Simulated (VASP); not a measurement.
Output of a VASP run:

OSZICAR:
```
...
RMM:   5    -0.317891506546E+03   -0.16070E-04   -0.22348E-04  1552   0.329E-02    0.228E-02
RMM:   6    -0.317891516091E+03   -0.95451E-05   -0.64918E-05  1270   0.144E-02
  11 F= -.31789152E+03 E0= -.31789152E+03  d E =-.195015E-01  mag=     1.0000
       N       E                     dE             d eps       ncg     rms          rms(c)
DAV:   1    -0.317883562072E+03    0.79445E-02   -0.10336E+01  1608   0.608E+00    0.507E-01
RMM:   2    -0.317898679971E+03   -0.15118E-01   -0.16466E-01  1564   0.850E-01    0.318E-01
RMM:   3    -0.317899971239E+03   -0.12913E-02   -0.20821E-02  1564   0.312E-01    0.171E-01
RMM:   4    -0.317899800946E+03    0.17029E-03   -0.24688E-03  1568   0.112E-01    0.122E-01
RMM:   5    -0.317899833531E+03   -0.32585E-04   -0.66203E-04  1565   0.566E-02    0.423E-02
RMM:   6    -0.317899855605E+03   -0.22074E-04   -0.19761E-04  1519   0.251E-02    0.224E-02
RMM:   7    -0.317899854559E+03    0.10463E-05   -0.39376E-05  1085   0.112E-02
  12 F= -.31789985E+03 E0= -.31789985E+03  d E =-.833847E-02  mag=     1.0000
       N       E                     dE             d eps       ncg     rms          rms(c)
DAV:   1    -0.317899822929E+03    0.32676E-04   -0.31526E-02  1776   0.337E-01    0.282E-02
RMM:   2    -0.317899875250E+03   -0.52320E-04   -0.55926E-04  1564   0.491E-02    0.190E-02
RMM:   3    -0.317899880094E+03   -0.48441E-05   -0.69810E-05  1341   0.180E-02    0.111E-02
RMM:   4    -0.317899879483E+03    0.61102E-06   -0.90477E-06   920   0.684E-03
  13 F= -.31789988E+03 E0= -.31789988E+03  d E =-.836339E-02  mag=     1.0000
       N       E                     dE             d eps       ncg     rms          rms(c)
DAV:   1    -0.317897235628E+03    0.26445E-02   -0.31620E+00  1602   0.339E+00    0.280E-01
RMM:   2    -0.317902371475E+03   -0.51358E-02   -0.55206E-02  1564   0.483E-01    0.173E-01
RMM:   3    -0.317902744689E+03   -0.37321E-03   -0.69168E-03  1564   0.178E-01    0.922E-02
RMM:   4    -0.317902707924E+03    0.36766E-04   -0.75068E-04  1568   0.613E-02    0.670E-02
RMM:   5    -0.317902704384E+03    0.35400E-05   -0.19168E-04  1519   0.304E-02    0.243E-02
RMM:   6    -0.317902711031E+03   -0.66468E-05   -0.56472E-05  1251   0.137E-02
  14 F= -.31790271E+03 E0= -.31790271E+03  d E =-.283155E-02  mag=     1.0000
       N       E                     dE             d eps       ncg     rms          rms(c)
DAV:   1    -0.317902281473E+03    0.42291E-03   -0.29889E-01  1696   0.104E+00    0.902E-02
RMM:   2    -0.317902781772E+03   -0.50030E-03   -0.53716E-03  1564   0.150E-01    0.554E-02
RMM:   3    -0.317902819039E+03   -0.37267E-04   -0.67239E-04  1564   0.553E-02    0.288E-02
RMM:   4    -0.317902817006E+03    0.20327E-05   -0.76618E-05  1403   0.193E-02
  15 F= -.31790282E+03 E0= -.31790282E+03  d E =-.293752E-02  mag=     1.0000
       N       E                     dE             d eps       ncg     rms          rms(c)
DAV:   1    -0.317899734583E+03    0.30845E-02   -0.31414E+00  1625   0.337E+00    0.250E-01
RMM:   2    -0.317904373867E+03   -0.46393E-02   -0.49740E-02  1564   0.453E-01    0.138E-01
RMM:   3    -0.317904669103E+03   -0.29524E-03   -0.60418E-03  1564   0.167E-01    0.800E-02
RMM:   4    -0.317904640812E+03    0.28290E-04   -0.67124E-04  1573   0.577E-02    0.563E-02
RMM:   5    -0.317904631141E+03    0.96714E-05   -0.16996E-04  1511   0.292E-02    0.192E-02
RMM:   6    -0.317904637242E+03   -0.61010E-05   -0.52908E-05  1216   0.130E-02
  16 F= -.31790464E+03 E0= -.31790464E+03  d E =-.182024E-02  mag=     1.0000
```

File OUTCAR:
```
------------------------ aborting loop because EDIFF is reached ----------------------------------------
  FORCE on cell =-STRESS in cart. coord.  units (eV):
  Direction    XX          YY          ZZ          XY          YZ          ZX
  --------------------------------------------------------------------------------------
  Total       -1.0432479     -0.5822314     -1.7383927      0.0545106     -0.0038939      0.0011253
  in kB       -1.8737996     -1.0457581     -3.1223639      0.0979077     -0.0069940      0.0020211
  external PRESSURE =      -2.0139739 kB  Pullay stress =       0.0000000 kB
  volume of cell :      892.02
      direct lattice vectors                 reciprocal lattice vectors
     4.932320690 -8.543031394  0.000000000     0.101372160 -0.058527234  0.000000000
     4.932320690  8.543031394  0.000000000     0.101372160  0.058527234  0.000000000
     0.000000000  0.000000000 10.584775396     0.000000000  0.000000000  0.094475316
  FREE ENERGIE OF THE ION-ELECTRON SYSTEM (eV)
  ---------------------------------------------------
  free  energy   TOTEN  =      -317.9046372421 eV

  energy  without entropy=     -317.9046372421  energy(sigma->0) =     -317.90463724

 total charge

# of ion       s       p       d       tot
------------------------------------------
    1        0.459   0.465   9.894  10.818
    2        0.457   0.459   9.893  10.809
    3        0.455   0.457   9.891  10.802
    4        0.451   0.448   9.876  10.774
    5        0.459   0.465   9.894  10.818
    6        0.458   0.460   9.893  10.811
    7        0.454   0.456   9.891  10.801
    8        0.461   0.470   9.896  10.828
    9        0.457   0.459   9.893  10.810
   10        0.458   0.461   9.893  10.812
   11        0.457   0.458   9.893  10.808
   12        0.462   0.471   9.896  10.829
   13        0.456   0.454   9.891  10.801
   14        0.457   0.459   9.893  10.809
   15        0.461   0.468   9.895  10.825
   16        0.450   0.446   9.876  10.771
   17        0.459   0.465   9.894  10.818
   18        0.457   0.459   9.893  10.809
   19        0.454   0.456   9.891  10.802
   20        0.450   0.447   9.876  10.773
   21        0.456   0.454   9.891  10.801
   22        0.457   0.458   9.892  10.807
   23        0.461   0.468   9.895  10.824
   24        0.454   0.452   9.890  10.796
   25        0.456   0.454   9.891  10.800
   26        0.457   0.458   9.892  10.808
   27        0.461   0.468   9.895  10.825
   28        0.454   0.453   9.890  10.797
   29        0.457   0.459   9.893  10.809
   30        0.458   0.461   9.893  10.812
   31        0.457   0.458   9.892  10.807
   32        0.461   0.470   9.896  10.828
   33        0.457   0.459   9.893  10.809
   34        0.457   0.458   9.892  10.807
   35        0.457   0.459   9.893  10.808
   36        0.454   0.453   9.890  10.797
   37        1.585   3.453   0.000   5.039
   38        1.580   3.459   0.000   5.039
   39        1.580   3.459   0.000   5.039
   40        1.584   3.453   0.000   5.037
   41        1.586   3.453   0.000   5.039
   42        1.580   3.460   0.000   5.040
   43        1.580   3.459   0.000   5.039
   44        1.580   3.457   0.000   5.037
   45        1.580   3.461   0.000   5.041
   46        1.580   3.460   0.000   5.040
   47        1.580   3.458   0.000   5.038
   48        1.580   3.457   0.000   5.037
...
```
(Selected blocks of OUTCAR.)

POSCAR:
```
Zn36HO36
1
    4.9323206900    -8.5430313936     0.0000000000
    4.9323206900     8.5430313936     0.0000000000
    0.0000000000     0.0000000000    10.5847753959
Zn O H
36 36 1
Direct
  0.2222220000   0.1111110000   0.2500000000
  0.1111110000   0.2222220000   0.0000000000
  0.2245980000   0.1119410000   0.7530460000
  0.1174000000   0.2245230000   0.5031870000
  0.2222220000   0.4444440000   0.2500000000
  0.1111110000   0.5555560000   0.0000000000
  0.2240760000   0.4522000000   0.7536440000
  0.1111110000   0.5555560000   0.5000000000
  0.2222220000   0.7777780000   0.2500000000
  0.1111110000   0.8888890000   0.0000000000
  0.2222220000   0.7777780000   0.7500000000
  0.1111110000   0.8888890000   0.5000000000
  0.5555560000   0.1111110000   0.2500000000
  0.4444440000   0.2222220000   0.0000000000
  0.5555560000   0.1111110000   0.7500000000
  0.4422210000   0.2200640000   0.4968840000
  0.5555560000   0.4444440000   0.2500000000
  0.4444440000   0.5555560000   0.0000000000
  0.5507560000   0.4391110000   0.7534520000
  0.4490540000   0.5551030000   0.4980440000
  0.5555560000   0.7777780000   0.2500000000
  0.4444440000   0.8888890000   0.0000000000
  0.5555560000   0.7777780000   0.7500000000
  0.4444440000   0.8888890000   0.5000000000
  0.8888890000   0.1111110000   0.2500000000
  0.7777780000   0.2222220000   0.0000000000
  0.8888890000   0.1111110000   0.7500000000
  0.7777780000   0.2222220000   0.5000000000
  0.8888890000   0.4444440000   0.2500000000
  0.7777780000   0.5555560000   0.0000000000
  0.8888890000   0.4444440000   0.7500000000
  0.7777780000   0.5555560000   0.5000000000
  0.8888890000   0.7777780000   0.2500000000
  0.7777780000   0.8888890000   0.0000000000
  0.8888890000   0.7777780000   0.7500000000
  0.7777780000   0.8888890000   0.5000000000
  0.2238800000   0.1169420000   0.4369650000
  0.1111110000   0.2222220000   0.1910000000
  0.2222220000   0.1111110000   0.9410000000
  0.1100960000   0.2245210000   0.6909450000
  0.2175770000   0.4446520000   0.4372800000
  0.1111110000   0.5555560000   0.1910000000
  0.2222220000   0.4444440000   0.9410000000
  0.1111110000   0.5555560000   0.6910000000
  0.2222220000   0.7777780000   0.4410000000
  0.1111110000   0.8888890000   0.1910000000
  0.2222220000   0.7777780000   0.9410000000
  0.1111110000   0.8888890000   0.6910000000
  0.5555560000   0.1111110000   0.4410000000
  0.4444440000   0.2222220000   0.1910000000
  0.5555560000   0.1111110000   0.9410000000
  0.4463000000   0.2260370000   0.6916200000
  0.5563940000   0.4406230000   0.4456240000
  0.4444440000   0.5555560000   0.1910000000
  0.5555560000   0.4444440000   0.9410000000
  0.4491040000   0.5597540000   0.6866130000
  0.5555560000   0.7777780000   0.4410000000
  0.4444440000   0.8888890000   0.1910000000
  0.5555560000   0.7777780000   0.9410000000
  0.4444440000   0.8888890000   0.6910000000
  0.8888890000   0.1111110000   0.4410000000
  0.7777780000   0.2222220000   0.1910000000
  0.8888890000   0.1111110000   0.9410000000
  0.7777780000   0.2222220000   0.6910000000
  0.8888890000   0.4444440000   0.4410000000
  0.7777780000   0.5555560000   0.1910000000
  0.8888890000   0.4444440000   0.9410000000
  0.7777780000   0.5555560000   0.6910000000
  0.8888890000   0.7777780000   0.4410000000
  0.7777780000   0.8888890000   0.1910000000
  0.8888890000   0.7777780000   0.9410000000
  0.7777780000   0.8888890000   0.6910000000
  0.3297710000   0.3320780000   0.6021360000
```

**Question.** Write an INCAR and KPOINTS that could have produced this output.

**Answer.** One answer among several that fit: the input of the run itself, PBE GGA, plane waves, VASP's PBE PAW potentials (set 64).

**INCAR**
```
ISPIN  =  2
ENCUT  =  400   ! plane-wave cut-off (eV)
EDIFFG  =  -0.03
PREC  =  Normal
LORBIT  =  10
ISYM  =  0
ISIF  =  2   ! forces and stress, cell fixed
NELECT  =  651.0
GGA  =  PE
LREAL  =  Auto   ! projection in real space or not
SIGMA  =  0.05
IBRION  =  2   ! conjugate gradients
LWAVE  =  .False.
NELMIN  =  4
NELM  =  100   ! most electronic steps
NUPDOWN  =  1
MAGMOM  =  73*0.0137
LMAXMIX  =  4
ALGO  =  Fast   ! Davidson, then RMM-DIIS
EDIFF  =  1E-5   ! SCF stop (eV)
ISMEAR  =  0
SYSTEM  =  Zn36HO36
LASPH  =  .True.
LCHARG  =  .False.
NSW  =  60   ! most ionic steps
```

File KPOINTS:
```
Automatic mesh
0
Gamma
1 1 1
0 0 0
```

POTCAR, in this order: Zn O H (PBE.64 set). Program: vasp_gam.

At this cut-off the stress carries a Pulay error, which pulls relaxed volumes low. The cell is charged, with a uniform compensating background. The supercell is sampled at Γ alone, which is coarse: total energies, pressure and levels can be off, energies of defects by several tenths of an eV.

The cell is a supercell with a defect, built from ZnO (wurtzite): H_i, charge -2.
